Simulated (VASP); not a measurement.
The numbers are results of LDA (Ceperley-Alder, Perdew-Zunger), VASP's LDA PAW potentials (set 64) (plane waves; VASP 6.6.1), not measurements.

VASP ran on this input.

POSCAR:
```
Si3N4
1
    7.9204640000     0.0000000000     0.0000000000
   -3.9602320000     6.8593230000     0.0000000000
    0.0000000000     0.0000000000     5.7407790000
Si N
12 16
Direct
  0.0818400000   0.5695900000   0.1964000000
  0.4304100000   0.5122500000   0.1964000000
  0.4877500000   0.9181600000   0.1964000000
  0.5695900000   0.0818400000   0.6964000000
  0.5122500000   0.4304100000   0.6964000000
  0.9181600000   0.4877500000   0.6964000000
  0.9137700000   0.1671900000   0.9884800000
  0.8328100000   0.7465800000   0.9884800000
  0.2534200000   0.0862300000   0.9884800000
  0.1671900000   0.9137700000   0.4884800000
  0.7465800000   0.8328100000   0.4884800000
  0.0862300000   0.2534200000   0.4884800000
  0.3444500000   0.3900000000   0.4690700000
  0.6100000000   0.9544500000   0.4690700000
  0.0455500000   0.6555500000   0.4690700000
  0.3900000000   0.3444500000   0.9690700000
  0.9544500000   0.6100000000   0.9690700000
  0.6555500000   0.0455500000   0.9690700000
  0.0000000000   0.0000000000   0.9890100000
  0.0000000000   0.0000000000   0.4890100000
  0.9963800000   0.3147300000   0.7348500000
  0.6852700000   0.6816500000   0.7348500000
  0.3183500000   0.0036200000   0.7348500000
  0.3147300000   0.9963800000   0.2348500000
  0.6816500000   0.6852700000   0.2348500000
  0.0036200000   0.3183500000   0.2348500000
  0.6666670000   0.3333330000   0.6407500000
  0.3333330000   0.6666670000   0.1407500000
```

**KPOINTS**
```
Automatic mesh
0
Gamma
4 4 5
0 0 0
```

**INCAR**
```
SYSTEM = Si3N4
PREC = Accurate; ENCUT = 400; LREAL = Auto
LASPH = .TRUE.
EDIFF = 1E-6; NELM = 100; ALGO = Normal
ISMEAR = 0; SIGMA = 0.01
IBRION = 2; NSW = 50; ISIF = 3
EDIFFG = -0.01
LWAVE = .FALSE.; LCHARG = .FALSE.
```

POTCAR, in this order: Si N (LDA.64 set). Program: vasp_std.

The run wrote:

OSZICAR:
```
...
   6 F= -.25347574E+03 E0= -.25347574E+03  d E =-.437219E-03
       N       E                     dE             d eps       ncg     rms          rms(c)
DAV:   1    -0.253480359535E+03   -0.46227E-02   -0.48775E-01  2226   0.273E+00    0.252E-01
DAV:   2    -0.253481092501E+03   -0.73297E-03   -0.13778E-02  2632   0.413E-01    0.131E-01
DAV:   3    -0.253480704398E+03    0.38810E-03   -0.76757E-04  2624   0.131E-01    0.635E-02
DAV:   4    -0.253480640316E+03    0.64082E-04   -0.52111E-04  2608   0.887E-02    0.342E-02
DAV:   5    -0.253480636372E+03    0.39437E-05   -0.67066E-05  2736   0.349E-02    0.270E-02
DAV:   6    -0.253480637392E+03   -0.10193E-05   -0.11162E-05  2616   0.128E-02    0.987E-03
DAV:   7    -0.253480635802E+03    0.15898E-05   -0.86323E-06  2328   0.122E-02    0.527E-03
DAV:   8    -0.253480635879E+03   -0.77132E-07   -0.11516E-06  1400   0.423E-03
   7 F= -.25348064E+03 E0= -.25348064E+03  d E =-.533602E-02
       N       E                     dE             d eps       ncg     rms          rms(c)
DAV:   1    -0.253483680948E+03   -0.30451E-02   -0.58195E-01  2250   0.300E+00    0.330E-01
DAV:   2    -0.253482982274E+03    0.69867E-03   -0.12425E-02  2608   0.393E-01    0.158E-01
DAV:   3    -0.253482623285E+03    0.35899E-03   -0.12894E-03  2624   0.130E-01    0.638E-02
DAV:   4    -0.253482578948E+03    0.44337E-04   -0.19462E-04  2616   0.499E-02    0.312E-02
DAV:   5    -0.253482569307E+03    0.96409E-05   -0.43403E-05  2608   0.252E-02    0.109E-02
DAV:   6    -0.253482568770E+03    0.53711E-06   -0.82625E-06  2560   0.110E-02
   8 F= -.25348257E+03 E0= -.25348257E+03  d E =-.193289E-02
       N       E                     dE             d eps       ncg     rms          rms(c)
DAV:   1    -0.253482711401E+03   -0.14209E-03   -0.19485E-02  2271   0.550E-01    0.620E-02
DAV:   2    -0.253482683854E+03    0.27547E-04   -0.42230E-04  2608   0.728E-02    0.303E-02
DAV:   3    -0.253482671392E+03    0.12463E-04   -0.45941E-05  2624   0.247E-02    0.123E-02
DAV:   4    -0.253482669906E+03    0.14856E-05   -0.71882E-06  2584   0.960E-03    0.597E-03
DAV:   5    -0.253482669580E+03    0.32564E-06   -0.13866E-06  1425   0.480E-03
   9 F= -.25348267E+03 E0= -.25348267E+03  d E =-.203370E-02
       N       E                     dE             d eps       ncg     rms          rms(c)
DAV:   1    -0.253484319683E+03   -0.16498E-02   -0.49864E-01  2276   0.273E+00    0.151E-01
DAV:   2    -0.253484631749E+03   -0.31207E-03   -0.75593E-03  2632   0.287E-01    0.817E-02
DAV:   3    -0.253484489145E+03    0.14260E-03   -0.34975E-04  2632   0.718E-02    0.396E-02
DAV:   4    -0.253484450945E+03    0.38201E-04   -0.13382E-04  2696   0.437E-02    0.149E-02
DAV:   5    -0.253484450432E+03    0.51296E-06   -0.17398E-05  2640   0.169E-02    0.744E-03
DAV:   6    -0.253484450288E+03    0.14387E-06   -0.23876E-06  1784   0.600E-03
  10 F= -.25348445E+03 E0= -.25348445E+03  d E =-.178071E-02
       N       E                     dE             d eps       ncg     rms          rms(c)
DAV:   1    -0.253484819000E+03   -0.36857E-03   -0.31695E-01  2276   0.217E+00    0.121E-01
DAV:   2    -0.253485018473E+03   -0.19947E-03   -0.48082E-03  2632   0.229E-01    0.648E-02
DAV:   3    -0.253484927741E+03    0.90732E-04   -0.22218E-04  2632   0.572E-02    0.314E-02
DAV:   4    -0.253484903627E+03    0.24114E-04   -0.84271E-05  2696   0.347E-02    0.119E-02
DAV:   5    -0.253484903324E+03    0.30320E-06   -0.10980E-05  2640   0.134E-02    0.594E-03
DAV:   6    -0.253484903224E+03    0.10018E-06   -0.13705E-06  1480   0.469E-03
  11 F= -.25348490E+03 E0= -.25348490E+03  d E =-.223364E-02
       N       E                     dE             d eps       ncg     rms          rms(c)
DAV:   1    -0.253485431280E+03   -0.52796E-03   -0.42243E-01  2236   0.251E+00    0.168E-01
DAV:   2    -0.253485725882E+03   -0.29460E-03   -0.75580E-03  2640   0.299E-01    0.897E-02
DAV:   3    -0.253485574065E+03    0.15182E-03   -0.48019E-04  2656   0.887E-02    0.432E-02
DAV:   4    -0.253485546556E+03    0.27508E-04   -0.11703E-04  2745   0.401E-02    0.224E-02
DAV:   5    -0.253485545204E+03    0.13527E-05   -0.17954E-05  2672   0.159E-02    0.895E-03
DAV:   6    -0.253485544933E+03    0.27065E-06   -0.16487E-06  1601   0.552E-03
  12 F= -.25348554E+03 E0= -.25348554E+03  d E =-.641709E-03
       N       E                     dE             d eps       ncg     rms          rms(c)
DAV:   1    -0.253485639352E+03   -0.94149E-04   -0.30637E-02  2236   0.676E-01    0.450E-02
DAV:   2    -0.253485658748E+03   -0.19396E-04   -0.53771E-04  2640   0.800E-02    0.248E-02
DAV:   3    -0.253485647439E+03    0.11309E-04   -0.37800E-05  2648   0.249E-02    0.117E-02
DAV:   4    -0.253485645494E+03    0.19450E-05   -0.83480E-06  2601   0.107E-02    0.628E-03
DAV:   5    -0.253485645351E+03    0.14287E-06   -0.13204E-06  1425   0.458E-03
  13 F= -.25348565E+03 E0= -.25348565E+03  d E =-.742127E-03
       N       E                     dE             d eps       ncg     rms          rms(c)
DAV:   1    -0.253485969853E+03   -0.32436E-03   -0.17257E-01  2212   0.166E+00    0.102E-01
DAV:   2    -0.253486159524E+03   -0.18967E-03   -0.29277E-03  2640   0.184E-01    0.496E-02
DAV:   3    -0.253486114357E+03    0.45167E-04   -0.10256E-04  2712   0.407E-02    0.281E-02
DAV:   4    -0.253486097638E+03    0.16718E-04   -0.58347E-05  2656   0.313E-02    0.797E-03
DAV:   5    -0.253486098491E+03   -0.85279E-06   -0.12368E-05  2600   0.135E-02    0.652E-03
DAV:   6    -0.253486098467E+03    0.24007E-07   -0.59419E-07  1472   0.298E-03
  14 F= -.25348610E+03 E0= -.25348610E+03  d E =-.453116E-03
       N       E                     dE             d eps       ncg     rms          rms(c)
DAV:   1    -0.253486103952E+03   -0.54610E-05   -0.36119E-03  2296   0.240E-01    0.157E-02
DAV:   2    -0.253486108110E+03   -0.41574E-05   -0.62888E-05  2632   0.268E-02    0.712E-03
DAV:   3    -0.253486107119E+03    0.99087E-06   -0.18890E-06  1768   0.595E-03
  15 F= -.25348611E+03 E0= -.25348611E+03  d E =-.461767E-03
       N       E                     dE             d eps       ncg     rms          rms(c)
DAV:   1    -0.253486202957E+03   -0.94848E-04   -0.13064E-01  2212   0.144E+00    0.968E-02
DAV:   2    -0.253486341470E+03   -0.13851E-03   -0.23322E-03  2632   0.165E-01    0.444E-02
DAV:   3    -0.253486298007E+03    0.43463E-04   -0.97491E-05  2632   0.442E-02    0.240E-02
DAV:   4    -0.253486284599E+03    0.13408E-04   -0.49712E-05  2704   0.285E-02    0.880E-03
DAV:   5    -0.253486284880E+03   -0.28163E-06   -0.86203E-06  2600   0.112E-02
  16 F= -.25348628E+03 E0= -.25348628E+03  d E =-.177761E-03
       N       E                     dE             d eps       ncg     rms          rms(c)
DAV:   1    -0.253486295829E+03   -0.11230E-04   -0.54367E-03  2240   0.294E-01    0.185E-02
DAV:   2    -0.253486300975E+03   -0.51460E-05   -0.97690E-05  2632   0.340E-02    0.974E-03
DAV:   3    -0.253486298981E+03    0.19940E-05   -0.42655E-06  2328   0.920E-03    0.527E-03
DAV:   4    -0.253486298298E+03    0.68275E-06   -0.22212E-06  1672   0.633E-03
  17 F= -.25348630E+03 E0= -.25348630E+03  d E =-.191179E-03
       N       E                     dE             d eps       ncg     rms          rms(c)
DAV:   1    -0.253486327609E+03   -0.28629E-04   -0.14713E-02  2226   0.461E-01    0.313E-02
DAV:   2    -0.253486343172E+03   -0.15563E-04   -0.27098E-04  2624   0.556E-02    0.164E-02
DAV:   3    -0.253486337797E+03    0.53746E-05   -0.10546E-05  2632   0.147E-02    0.879E-03
DAV:   4    -0.253486336487E+03    0.13107E-05   -0.83974E-06  2712   0.114E-02    0.336E-03
DAV:   5    -0.253486336424E+03    0.62930E-07   -0.10232E-06  1456   0.461E-03
  18 F= -.25348634E+03 E0= -.25348634E+03  d E =-.381258E-04
```

### OUTCAR
```
------------------------ aborting loop because EDIFF is reached ----------------------------------------
  FORCE on cell =-STRESS in cart. coord.  units (eV):
  Direction    XX          YY          ZZ          XY          YZ          ZX
  --------------------------------------------------------------------------------------
  Total       -0.0084557     -0.0084557      0.0781725      0.0000000      0.0000000      0.0000000
  in kB       -0.0472894     -0.0472894      0.4371865      0.0000000      0.0000000      0.0000000
  external PRESSURE =       0.1142026 kB  Pullay stress =       0.0000000 kB
  volume of cell :      286.48
      direct lattice vectors                 reciprocal lattice vectors
     7.699058095 -0.000000000 -0.000000000     0.129886018  0.074989728  0.000000000
    -3.849529048  6.667579865  0.000000000     0.000000000  0.149979456  0.000000000
    -0.000000000  0.000000000  5.580744644     0.000000000 -0.000000000  0.179187557
 POSITION                                       TOTAL-FORCE (eV/Angst)
 -----------------------------------------------------------------------------------
     -1.56393      3.80486      1.09101        -0.000794      0.003005      0.005343
      1.33639      3.41075      1.09101        -0.002205     -0.002190      0.005343
      0.22754      6.11955      1.09101         0.002999     -0.000815      0.005343
      4.07707      0.54803      3.88138         0.002999      0.000815      0.005343
      2.28560      2.86272      3.88138        -0.000794     -0.003005      0.005343
      5.18592      3.25683      3.88138        -0.002205      0.002190      0.005343
      6.39317      1.11805      5.52120        -0.004382     -0.006946     -0.003102
      3.53421      4.97762      5.52120         0.008207     -0.000321     -0.003102
      1.62120      0.57190      5.52120        -0.003825      0.007268     -0.003102
     -2.22832      6.09568      2.73083        -0.003825     -0.007268     -0.003102
      2.54364      5.54953      2.73083        -0.004382      0.006946     -0.003102
     -0.31532      1.68996      2.73083         0.008207      0.000321     -0.003102
      1.15082      2.59490      2.61334        -0.006569     -0.004877     -0.002855
      1.02687      6.36677      2.61334         0.007508     -0.003250     -0.002855
     -2.17769      4.37349      2.61334        -0.000939      0.008128     -0.002855
      1.67184      2.29409      5.40372        -0.000939     -0.008128     -0.002855
      5.00035      4.07268      5.40372        -0.006569      0.004877     -0.002855
      4.87640      0.30081      5.40372         0.007508      0.003250     -0.002855
     -0.00000      0.00000      5.52522         0.000000      0.000000      0.008690
     -0.00000      0.00000      2.73485         0.000000      0.000000      0.008690
      6.45935      2.10546      4.10728         0.002160      0.000104     -0.001463
      2.64600      4.54123      4.10728        -0.001169      0.001819     -0.001463
      2.44323      0.02089      4.10728        -0.000990     -0.001922     -0.001463
     -1.40629      6.64669      1.31690        -0.000990      0.001922     -0.001463
      2.60982      4.56212      1.31690         0.002160     -0.000104     -0.001463
     -1.20353      2.12635      1.31690        -0.001169     -0.001819     -0.001463
      3.84953      2.22252      3.56541         0.000000      0.000000     -0.002456
     -0.00000      4.44506      0.77504         0.000000      0.000000     -0.002456
 -----------------------------------------------------------------------------------
    total drift:                               -0.000000     -0.000003      0.002377
  FREE ENERGIE OF THE ION-ELECTRON SYSTEM (eV)
  ---------------------------------------------------
  free  energy   TOTEN  =      -253.4863364237 eV

  energy  without entropy=     -253.4863364237  energy(sigma->0) =     -253.48633642

 reached required accuracy - stopping structural energy minimisation
```
(Selected blocks of OUTCAR.)

CONTCAR:
```
Si3N4
   1.00000000000000
     7.6990580951331760   -0.0000000000000000   -0.0000000000000000
    -3.8495290475665880    6.6675798646712181    0.0000000000000000
    -0.0000000000000000    0.0000000000000000    5.5807446441481972
  Si              N
    12    16
Direct
     0.0821926888194737    0.5706501179193662    0.1954956081188698
     0.4293498820809695    0.5115425709006026    0.1954956081188698
     0.4884574290995570    0.9178073111800313    0.1954956081188698
     0.5706501179195254    0.0821926888199686    0.6954956081188698
     0.5115425709001076    0.4293498820806339    0.6954956081188698
     0.9178073111803668    0.4884574290993974    0.6954956081188698
     0.9142260258358426    0.1676848013276578    0.9893301021556791
     0.8323151986724014    0.7465412245082108    0.9893301021556791
     0.2534587754917560    0.0857739741641313    0.9893301021556791
     0.1676848013276246    0.9142260258358689    0.4893301021556790
     0.7465412245081849    0.8323151986723424    0.4893301021556790
     0.0857739741641906    0.2534587754917891    0.4893301021556790
     0.3440665389352577    0.3891822543053119    0.4682786754938648
     0.6108177456947834    0.9548842846298393    0.4682786754938648
     0.0451157153699589    0.6559334610648490    0.4682786754938648
     0.3891822543051100    0.3440665389351511    0.9682786754938648
     0.9548842846299456    0.6108177456946882    0.9682786754938648
     0.6559334610649441    0.0451157153701608    0.9682786754938648
     0.0000000000000000    0.0000000000000000    0.9900507700649556
     0.0000000000000000    0.0000000000000000    0.4900507700649556
     0.9968675110704820    0.3157757959125639    0.7359728291516247
     0.6842242040866644    0.6810917151572131    0.7359728291516247
     0.3189082848428604    0.0031324889302158    0.7359728291516247
     0.3157757959126375    0.9968675110697841    0.2359728291516249
     0.6810917151579109    0.6842242040874360    0.2359728291516249
     0.0031324889294445    0.3189082848427868    0.2359728291516249
     0.6666669999999968    0.3333330000000032    0.6388775851749372
     0.3333330000000032    0.6666669999999968    0.1388775851749369
```

At this cut-off the stress carries a Pulay error, which pulls relaxed volumes low. Energy and stress use the plane-wave basis of the starting cell.

The structure comes from a computed database's Si3N4 entry, a phase known from measurement. This run relaxes it. Symmetry was kept, so distortions that lower it aren't found. The run is one of a series of settings (EDIFFG = -0.01, IBRION = 2, ISIF = 3, NSW = 50 against the base run), some of them coarse on purpose.
